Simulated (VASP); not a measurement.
All values below come from PBE GGA, VASP's PBE PAW potentials (set 64) (plane waves; VASP 6.6.1).

The input files of a VASP run:

### KPOINTS
```
Automatic mesh
0
Gamma
8 8 8
0 0 0
```

POSCAR:
```
PdIn
1
    3.2500000000     0.0000000000     0.0000000000
    0.0000000000     3.2500000000     0.0000000000
    0.0000000000     0.0000000000     3.2500000000
In Pd
1 1
Direct
  0.5000000000   0.5000000000   0.5000000000
  0.0000000000   0.0000000000   0.0000000000
```

**INCAR**
```
# general
SYSTEM  = PdIn
PREC    = Accurate
ENCUT   = 300
LREAL   = .False.
LASPH   = .True.

# electronic loop
EDIFF   = 1E-6
NELM    = 100
ALGO    = Normal
LMAXMIX = 4

# smearing
ISMEAR  = -1
SIGMA   = 0.1

# functional
GGA     = PE

# ions
ISIF    = 2

# output
LWAVE   = .False.
LCHARG  = .False.
```

POTCAR, in this order: In_d Pd (PBE.64 set). Program: vasp_std.

What VASP printed:

### OUTCAR
```
 ion  position               nearest neighbor table
   1  0.500  0.500  0.500-   2 2.81   2 2.81   2 2.81   2 2.81   2 2.81   2 2.81   2 2.81   2 2.81
  LATTYP: Found a simple cubic cell.
 ALAT       =     3.2500000000
 Subroutine PRICEL returns:
 Original cell was already a primitive cell.
 Subroutine GETGRP returns: Found 48 space group operations
The static configuration has the point symmetry O_h .
The dynamic configuration has the point symmetry O_h .
 Subroutine INISYM returns: Found 48 space group operations
 Subroutine IBZKPT returns following result:
 Found     35 irreducible k-points:

 Following reciprocal coordinates:
            Coordinates               Weight
  0.000000  0.000000  0.000000      1.000000
  0.125000  0.000000  0.000000      6.000000
  0.250000  0.000000  0.000000      6.000000
  0.375000  0.000000  0.000000      6.000000
  0.500000  0.000000  0.000000      3.000000
  0.125000  0.125000  0.000000     12.000000
  0.250000  0.125000  0.000000     24.000000
  0.375000  0.125000  0.000000     24.000000
  0.500000  0.125000  0.000000     12.000000
  0.250000  0.250000  0.000000     12.000000
  0.375000  0.250000  0.000000     24.000000
  0.500000  0.250000  0.000000     12.000000
  0.375000  0.375000  0.000000     12.000000
  0.500000  0.375000  0.000000     12.000000
  0.500000  0.500000  0.000000      3.000000
  0.125000  0.125000  0.125000      8.000000
  0.250000  0.125000  0.125000     24.000000
  0.375000  0.125000  0.125000     24.000000
  0.500000  0.125000  0.125000     12.000000
  0.250000  0.250000  0.125000     24.000000
  0.375000  0.250000  0.125000     48.000000
  0.500000  0.250000  0.125000     24.000000
  0.375000  0.375000  0.125000     24.000000
  0.500000  0.375000  0.125000     24.000000
  0.500000  0.500000  0.125000      6.000000
  0.250000  0.250000  0.250000      8.000000
  0.375000  0.250000  0.250000     24.000000
  0.500000  0.250000  0.250000     12.000000
  0.375000  0.375000  0.250000     24.000000
  0.500000  0.375000  0.250000     24.000000
  0.500000  0.500000  0.250000      6.000000
  0.375000  0.375000  0.375000      8.000000
  0.500000  0.375000  0.375000     12.000000
  0.500000  0.500000  0.375000      6.000000
  0.500000  0.500000  0.500000      1.000000
   k-points           NKPTS =     35   k-points in BZ     NKDIM =     35   number of bands    NBANDS=     15
   number of dos      NEDOS =    301   number of ions     NIONS =      2
   total plane-waves  NPLWV =   5832
   dimension x,y,z NGX =    18 NGY =   18 NGZ =   18
   dimension x,y,z NGXF=    36 NGYF=   36 NGZF=   36
   ions per type =               1   1
   PREC   = accura    normal or accurate (medium, high low for compatibility)
   ISTART =      0    job   : 0-new  1-cont  2-samecut
   ICHARG =      2    charge: 1-file 2-atom 10-const
   ISPIN  =      1    spin polarized calculation?
   LNONCOLLINEAR =      F non collinear calculations
   LSORBIT =      F    spin-orbit coupling
   INIWAV =      1    electr: 0-lowe 1-rand  2-diag
   ENCUT  =  300.0 eV  22.05 Ry    4.70 a.u.   4.59  4.59  4.59*2*pi/ulx,y,z
   NELM   =    100;   NELMIN=  2; NELMDL= -5     # of ELM steps
   EDIFF  = 0.1E-05   stopping-criterion for ELM
   LREAL  =      F    real-space projection
   NLSPLINE    = F    spline interpolate recip. space projectors
   LMAXMIX     =    4 max onsite mixed and CHGCAR
   VOSKOWN=      0    Vosko Wilk Nusair interpolation
   EDIFFG = 0.1E-04   stopping-criterion for IOM
   NSW    =      0    number of steps for IOM
   NBLOCK =      1;   KBLOCK =      1    inner block; outer block
   IBRION =     -1    ionic relax: 0-MD 1-quasi-New 2-CG
   NFREE  =      0    steps in history (QN), initial steepest desc. (CG)
...
```

### OSZICAR
```
       N       E                     dE             d eps       ncg     rms          rms(c)
DAV:   1     0.129110080606E+03    0.12911E+03   -0.82915E+03  1086   0.137E+03
DAV:   2    -0.372121279626E+01   -0.13283E+03   -0.12912E+03  1092   0.330E+02
DAV:   3    -0.884570686727E+01   -0.51245E+01   -0.50711E+01  1337   0.726E+01
DAV:   4    -0.894013390420E+01   -0.94427E-01   -0.94417E-01  1327   0.895E+00
DAV:   5    -0.894318850749E+01   -0.30546E-02   -0.30546E-02  1552   0.141E+00    0.679E+00
DAV:   6    -0.877440487095E+01    0.16878E+00   -0.39678E-01  1232   0.951E+00    0.329E+00
DAV:   7    -0.873713231329E+01    0.37273E-01   -0.70934E-02  1341   0.527E+00    0.140E+00
DAV:   8    -0.873018959830E+01    0.69427E-02   -0.18765E-02  1211   0.134E+00    0.379E-01
DAV:   9    -0.872942732739E+01    0.76227E-03   -0.18718E-03  1358   0.764E-01    0.470E-02
DAV:  10    -0.872942815230E+01   -0.82491E-06   -0.37330E-05  1425   0.103E-01    0.210E-02
DAV:  11    -0.872942916035E+01   -0.10080E-05   -0.35038E-06  1197   0.179E-02    0.295E-03
DAV:  12    -0.872942952406E+01   -0.36372E-06   -0.25679E-07   651   0.510E-03
   1 F= -.87294295E+01 E0= -.87168607E+01  d E =-.251376E-01
```

### OUTCAR
```
------------------------ aborting loop because EDIFF is reached ----------------------------------------
  FORCE on cell =-STRESS in cart. coord.  units (eV):
  Direction    XX          YY          ZZ          XY          YZ          ZX
  --------------------------------------------------------------------------------------
  Total        1.3188044      1.3188044      1.3188044     -0.0000000     -0.0000000      0.0000000
  in kB       61.5518177     61.5518177     61.5518177     -0.0000000     -0.0000000      0.0000000
  external PRESSURE =      61.5518177 kB  Pullay stress =       0.0000000 kB
  volume of cell :       34.33
      direct lattice vectors                 reciprocal lattice vectors
     3.250000000  0.000000000  0.000000000     0.307692308  0.000000000  0.000000000
     0.000000000  3.250000000  0.000000000     0.000000000  0.307692308  0.000000000
     0.000000000  0.000000000  3.250000000     0.000000000  0.000000000  0.307692308
 POSITION                                       TOTAL-FORCE (eV/Angst)
 -----------------------------------------------------------------------------------
      1.62500      1.62500      1.62500         0.000000      0.000000      0.000000
      0.00000      0.00000      0.00000         0.000000      0.000000      0.000000
 -----------------------------------------------------------------------------------
    total drift:                                0.000000     -0.000000      0.000000
  FREE ENERGIE OF THE ION-ELECTRON SYSTEM (eV)
  ---------------------------------------------------
  free  energy   TOTEN  =        -8.7294295241 eV

  energy  without entropy=       -8.7042919275  energy(sigma->0) =       -8.71686073
```
(Selected blocks of OUTCAR.)

At this cut-off the stress carries a Pulay error, which pulls relaxed volumes low.

The structure is a typed PdIn crystal (Pm-3m). The cell was not relaxed at this level. The electron count is odd and the run is not spin-polarised, which forces a metal.
